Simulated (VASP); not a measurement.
Calculation: MS2 meta-GGA, VASP's PBE PAW potentials (set 64) (plane waves; VASP).

A VASP calculation is set up with these files.

### KPOINTS
```
Automatic mesh
0
Gamma
 10 10 10
0 0 0
```

### INCAR
```
# general
SYSTEM  = LiF
PREC    = Accurate
ENCUT   = 520
LREAL   = F
LASPH   = T

# electronic loop
EDIFF   = 1E-6
NELM    = 100
ALGO    = Normal
LMIXTAU = T

# smearing
ISMEAR  = 0
SIGMA   = 0.05

# functional
METAGGA = MS2

# ions
IBRION  = 2
NSW     = 60
ISIF    = 3
EDIFFG  = -0.01

# output
LWAVE   = F
LCHARG  = F
```

POSCAR:
```
LiF
1
    0.0000000000     2.0150000000     2.0150000000
    2.0150000000     0.0000000000     2.0150000000
    2.0150000000     2.0150000000     0.0000000000
Li F
1 1
Direct
  0.0000000000   0.0000000000   0.0000000000
  0.5000000000   0.5000000000   0.5000000000
```

POTCAR, in this order: Li_sv F (PBE.64 set). Program: vasp_std.

Output of the run:

**OSZICAR**
```
       N       E                     dE             d eps       ncg     rms          rms(c)
DAV:   1     0.233857588520E+02    0.23386E+02   -0.53814E+03   871   0.108E+03
DAV:   2    -0.156900718548E+02   -0.39076E+02   -0.38531E+02   915   0.203E+02
DAV:   3    -0.165517073812E+02   -0.86164E+00   -0.86026E+00  1104   0.288E+01
DAV:   4    -0.165602624823E+02   -0.85551E-02   -0.85479E-02  1090   0.283E+00
DAV:   5    -0.165603260296E+02   -0.63547E-04   -0.63547E-04  1120   0.172E-01    0.405E+00
DAV:   6    -0.133567320176E+02    0.32036E+01   -0.13898E+00   905   0.195E+01    0.210E+00
DAV:   7    -0.182168036262E+02   -0.48601E+01   -0.98449E+00   847   0.351E+01    0.512E+00
DAV:   8    -0.158984330821E+02    0.23184E+01   -0.44266E-01   848   0.825E+00    0.395E+00
DAV:   9    -0.160357291044E+02   -0.13730E+00   -0.12042E+00   846   0.100E+01    0.683E+00
DAV:  10    -0.144149314323E+02    0.16208E+01   -0.17075E+00   864   0.129E+01    0.252E+00
DAV:  11    -0.130731519662E+02    0.13418E+01   -0.16169E+00   846   0.111E+01    0.912E-01
DAV:  12    -0.129596503208E+02    0.11350E+00   -0.56802E-02   846   0.320E+00    0.628E-01
DAV:  13    -0.130553746172E+02   -0.95724E-01   -0.35552E-02   846   0.246E+00    0.366E-01
DAV:  14    -0.130676498293E+02   -0.12275E-01   -0.20434E-02   846   0.179E+00    0.598E-02
DAV:  15    -0.130696203378E+02   -0.19705E-02   -0.11446E-03   939   0.378E-01    0.108E-01
DAV:  16    -0.130697300560E+02   -0.10972E-03   -0.57869E-04   963   0.338E-01    0.127E-01
DAV:  17    -0.130700015621E+02   -0.27151E-03   -0.17992E-03   966   0.389E-01    0.140E-02
DAV:  18    -0.130699233998E+02    0.78162E-04   -0.89713E-05   866   0.111E-01    0.173E-02
DAV:  19    -0.130699982259E+02   -0.74826E-04   -0.47401E-05   846   0.847E-02    0.349E-03
DAV:  20    -0.130699986904E+02   -0.46451E-06   -0.60454E-06   856   0.328E-02
   1 F= -.13069999E+02 E0= -.13069999E+02  d E =-.130700E+02
       N       E                     dE             d eps       ncg     rms          rms(c)
DAV:   1    -0.131102239205E+02   -0.40226E-01   -0.80296E-01   873   0.994E+00    0.156E+00
DAV:   2    -0.130761912626E+02    0.34033E-01   -0.19564E-01   852   0.417E+00    0.310E-01
DAV:   3    -0.130734604358E+02    0.27308E-02   -0.85664E-03   848   0.130E+00    0.169E-01
DAV:   4    -0.130719379246E+02    0.15225E-02   -0.17846E-02   846   0.156E+00    0.168E-01
DAV:   5    -0.130741179791E+02   -0.21801E-02   -0.89990E-03   846   0.119E+00    0.164E-02
DAV:   6    -0.130746422867E+02   -0.52431E-03   -0.31355E-04   846   0.221E-01    0.396E-03
DAV:   7    -0.130746477126E+02   -0.54259E-05   -0.11800E-05  1012   0.460E-02    0.206E-03
DAV:   8    -0.130746596538E+02   -0.11941E-04   -0.20180E-06   849   0.203E-02    0.120E-03
DAV:   9    -0.130746603430E+02   -0.68928E-06   -0.52947E-07   944   0.102E-02
   2 F= -.13074660E+02 E0= -.13074660E+02  d E =-.466165E-02
       N       E                     dE             d eps       ncg     rms          rms(c)
DAV:   1    -0.130936039017E+02   -0.18944E-01   -0.39085E-01   862   0.693E+00    0.109E+00
DAV:   2    -0.130772455579E+02    0.16358E-01   -0.95844E-02   847   0.293E+00    0.213E-01
DAV:   3    -0.130759678378E+02    0.12777E-02   -0.40417E-03   854   0.908E-01    0.111E-01
DAV:   4    -0.130747070160E+02    0.12608E-02   -0.75951E-03   846   0.106E+00    0.101E-01
DAV:   5    -0.130763719682E+02   -0.16650E-02   -0.36205E-03   846   0.784E-01    0.136E-02
DAV:   6    -0.130765451033E+02   -0.17314E-03   -0.11681E-04   847   0.136E-01    0.347E-03
DAV:   7    -0.130765509483E+02   -0.58450E-05   -0.95067E-07  1232   0.138E-02    0.259E-03
DAV:   8    -0.130765623320E+02   -0.11384E-04   -0.15446E-06   961   0.162E-02    0.735E-04
DAV:   9    -0.130765661424E+02   -0.38104E-05   -0.59129E-07   910   0.110E-02    0.736E-04
DAV:  10    -0.130765680813E+02   -0.19389E-05   -0.11130E-07   435   0.421E-03    0.133E-04
DAV:  11    -0.130765685043E+02   -0.42299E-06   -0.11949E-08   447   0.135E-03
   3 F= -.13076569E+02 E0= -.13076569E+02  d E =-.656981E-02
       N       E                     dE             d eps       ncg     rms          rms(c)
DAV:   1    -0.131466918614E+02   -0.70124E-01   -0.15760E+00   862   0.140E+01    0.218E+00
DAV:   2    -0.130806962974E+02    0.65996E-01   -0.38185E-01   862   0.586E+00    0.436E-01
DAV:   3    -0.130731979433E+02    0.74984E-02   -0.15315E-02   902   0.180E+00    0.212E-01
DAV:   4    -0.130734991082E+02   -0.30116E-03   -0.22273E-02   862   0.181E+00    0.171E-01
DAV:   5    -0.130754618033E+02   -0.19627E-02   -0.91551E-03   846   0.127E+00    0.248E-02
DAV:   6    -0.130760043535E+02   -0.54255E-03   -0.44118E-04   971   0.266E-01    0.128E-02
DAV:   7    -0.130760070267E+02   -0.26732E-05   -0.32043E-06   978   0.255E-02    0.135E-02
DAV:   8    -0.130760735211E+02   -0.66494E-04   -0.34417E-04   911   0.221E-01    0.114E-02
DAV:   9    -0.130760781170E+02   -0.45959E-05   -0.28540E-05   991   0.641E-02    0.814E-03
DAV:  10    -0.130760798348E+02   -0.17178E-05   -0.15176E-07   953   0.478E-03    0.814E-03
DAV:  11    -0.130760830089E+02   -0.31741E-05   -0.10038E-05   891   0.401E-02    0.103E-02
DAV:  12    -0.130760293011E+02    0.53708E-04   -0.25138E-04   867   0.193E-01    0.504E-03
DAV:  13    -0.130760088398E+02    0.20461E-04   -0.10855E-05  1015   0.422E-02    0.500E-03
DAV:  14    -0.130760154155E+02   -0.65757E-05   -0.63789E-07   923   0.106E-02    0.376E-03
DAV:  15    -0.130760125300E+02    0.28855E-05   -0.23467E-07   905   0.583E-03    0.347E-03
DAV:  16    -0.130760164088E+02   -0.38788E-05   -0.32241E-07   852   0.692E-03    0.207E-03
DAV:  17    -0.130760183994E+02   -0.19906E-05   -0.81063E-08   750   0.363E-03    0.137E-03
DAV:  18    -0.130760196663E+02   -0.12669E-05   -0.52997E-08   445   0.279E-03    0.676E-04
DAV:  19    -0.130760213163E+02   -0.16500E-05   -0.68883E-08   736   0.329E-03    0.870E-05
DAV:  20    -0.130760216768E+02   -0.36051E-06   -0.55386E-09   423   0.956E-04
   4 F= -.13076022E+02 E0= -.13076022E+02  d E =-.602299E-02
       N       E                     dE             d eps       ncg     rms          rms(c)
DAV:   1    -0.131003194915E+02   -0.24298E-01   -0.55133E-01   846   0.821E+00    0.129E+00
DAV:   2    -0.130775170300E+02    0.22802E-01   -0.13925E-01   846   0.353E+00    0.248E-01
DAV:   3    -0.130768461655E+02    0.67086E-03   -0.59292E-03   990   0.112E+00    0.119E-01
DAV:   4    -0.130692478809E+02    0.75983E-02   -0.12246E-02   846   0.141E+00    0.100E-01
DAV:   5    -0.130770782731E+02   -0.78304E-02   -0.62088E-03   846   0.106E+00    0.218E-02
DAV:   6    -0.130770981100E+02   -0.19837E-04   -0.12811E-04  1187   0.140E-01    0.914E-03
DAV:   7    -0.130770952833E+02    0.28267E-05   -0.55951E-07  1125   0.961E-03    0.887E-03
DAV:   8    -0.130771034628E+02   -0.81796E-05   -0.32111E-04   895   0.219E-01    0.492E-03
DAV:   9    -0.130771129146E+02   -0.94518E-05   -0.81311E-06   908   0.409E-02    0.244E-03
DAV:  10    -0.130771002978E+02    0.12617E-04   -0.70716E-06   966   0.323E-02    0.138E-03
DAV:  11    -0.130770954020E+02    0.48958E-05   -0.30394E-06   962   0.235E-02    0.723E-04
DAV:  12    -0.130770972190E+02   -0.18170E-05   -0.32525E-07   907   0.759E-03    0.309E-04
DAV:  13    -0.130770978504E+02   -0.63140E-06   -0.40299E-09   427   0.104E-03
   5 F= -.13077098E+02 E0= -.13077098E+02  d E =-.709916E-02
```

**OUTCAR**
```
------------------------ aborting loop because EDIFF is reached ----------------------------------------
  FORCE on cell =-STRESS in cart. coord.  units (eV):
  Direction    XX          YY          ZZ          XY          YZ          ZX
  --------------------------------------------------------------------------------------
  Total        0.0079378      0.0079378      0.0079378      0.0000000      0.0000000      0.0000000
  in kB        0.8128721      0.8128721      0.8128721      0.0000000      0.0000000      0.0000000
  external PRESSURE =       0.8128721 kB  Pullay stress =       0.0000000 kB
  volume of cell :       15.65
      direct lattice vectors                 reciprocal lattice vectors
     0.000000000  1.985119472  1.985119472    -0.251874009  0.251874009  0.251874009
     1.985119472  0.000000000  1.985119472     0.251874009 -0.251874009  0.251874009
     1.985119472  1.985119472 -0.000000000     0.251874009  0.251874009 -0.251874009
  FREE ENERGIE OF THE ION-ELECTRON SYSTEM (eV)
  ---------------------------------------------------
  free  energy   TOTEN  =       -13.0770978504 eV

  energy  without entropy=      -13.0770978504  energy(sigma->0) =      -13.07709785

 reached required accuracy - stopping structural energy minimisation
```
(Selected blocks of OUTCAR.)

File CONTCAR:
```
LiF
   1.00000000000000
     0.0000000000000000    1.9851194719060996    1.9851194719060996
     1.9851194719060996    0.0000000000000000    1.9851194719060996
     1.9851194719060996    1.9851194719060996   -0.0000000000000000
  Li              F
     1     1
Direct
     0.0000000000000000    0.0000000000000000    0.0000000000000000
     0.5000000000000000    0.5000000000000000    0.5000000000000000
```

Energy and stress use the plane-wave basis of the starting cell.

The compound is LiF in the rock salt structure. This run relaxes it. Symmetry was kept, so distortions that lower it aren't found.
